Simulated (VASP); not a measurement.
Level of theory: AM05 GGA, VASP's PBE PAW potentials (set 64) (plane waves; VASP).

The input files of a VASP run:

**INCAR**
```
SYSTEM=CdSe
PREC=Accurate; ENCUT=520; LREAL=.FALSE.
LASPH=.TRUE.
EDIFF=1E-7; NELM=100; ALGO=Normal
LMAXMIX=4
ISMEAR=0; SIGMA=0.05
GGA=AM
IBRION=2; NSW=30; ISIF=4
EDIFFG=-0.01
LWAVE=.FALSE.; LCHARG=.FALSE.
```

File KPOINTS:
```
kpoints
0
gamma
  6 6 3
0 0 0
```

POSCAR:
```
CdSe
1
    2.2068816564    -3.8224309095     0.0000000000
    2.2068816564     3.8224309095     0.0000000000
    0.0000000000     0.0000000000     7.1929722364
Cd Se
2 2
Direct
  0.6666670000   0.3333330000   0.5000046367
  0.3333330000   0.6666670000   0.0000046367
  0.6666670000   0.3333330000   0.8759953633
  0.3333330000   0.6666670000   0.3759953633
```

POTCAR, in this order: Cd Se (PBE.64 set). Program: vasp_std.

**Question.** What does the run give for the energy per atom (σ→0), pressure, band gap (on the k-mesh)?

**Answer.** 
| Property | Value |
|---|---|
| energy per atom (σ→0) | -2.833 eV/atom |
| band gap (on the k-mesh) | 0.48 eV |
| pressure | -2.47 GPa |

### OSZICAR
```
...
DAV:  10    -0.113324322506E+02   -0.26972E-03   -0.10901E-03   652   0.362E-01    0.789E-02
DAV:  11    -0.113326022867E+02   -0.17004E-03   -0.41959E-04   646   0.132E-01    0.244E-02
DAV:  12    -0.113325675695E+02    0.34717E-04   -0.12731E-04   778   0.111E-01    0.784E-03
DAV:  13    -0.113325727933E+02   -0.52238E-05   -0.23054E-05   628   0.247E-02    0.664E-03
DAV:  14    -0.113325727693E+02    0.24082E-07   -0.10579E-06   754   0.519E-03    0.380E-03
DAV:  15    -0.113325730858E+02   -0.31650E-06   -0.35073E-07   588   0.322E-03    0.744E-04
DAV:  16    -0.113325730446E+02    0.41128E-07   -0.21239E-08   470   0.133E-03
   1 F= -.11332573E+02 E0= -.11332573E+02  d E =-.113326E+02
```

The compound is CdSe in the wurtzite structure. This cell is one point of a volume scan, at 1.06 of the reference volume.
